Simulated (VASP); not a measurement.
Data:

```yaml
crystal:
  lattice:
    - [-1.88757, 1.88757, 1.88757]
    - [1.88757, -1.88757, 1.88757]
    - [1.88757, 1.88757, -1.88757]
  atoms:
    - { symbol: Sb, position: [0.00000, 0.00000, 0.00000] }
```

Computed with r2SCAN meta-GGA, VASP's PBE PAW potentials (set 64) (plane waves; VASP). Numerical set-up: 400 eV cut-off, 15×15×15 Γ-centred mesh, tetrahedra with Blöchl corrections, potentials Sb.

Unless said otherwise, spin-orbit coupling is left out, though it shifts the bands of the heavy elements here.

Estimate the energy per atom (σ→0), band gap (over mesh and band path) with the smallest direct gap where there is one.

```json
{
  "band gap (over mesh and band path)": "none (metal, semimetal or under 0.01 eV)",
  "energy per atom (σ→0)": "-25.347 eV/atom"
}
```

The structure comes from a computed database's Sb entry (Im-3m); how it stands against other phases isn't given here. It was relaxed first.
